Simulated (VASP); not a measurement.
Input:

```xyz
2
Lattice="0.0000 2.3200 2.3200 2.3200 0.0000 2.3200 2.3200 2.3200 0.0000" Properties=species:S:1:pos:R:3 pbc="T T T"
Hf     0.0000     0.0000     0.0000
C      2.3200     2.3200     2.3200
```

Method: PBE GGA, VASP's PBE PAW potentials (set 64) (plane waves; VASP). Settings: 520 eV cut-off, 10×10×10 Γ-centred mesh, first-order Methfessel-Paxton smearing of 0.10 eV, potentials Hf_pv C.

**Question.** Give the stress tensor in GPa (positive for a compressed cell).

**Answer.** 
```
1.11  0.00  0.00
0.00  1.11  0.00
0.00  0.00  1.11
```
The pressure is its mean diagonal, 1.11 GPa.

The compound is HfC in the rock salt structure. The cell was not relaxed at this level.
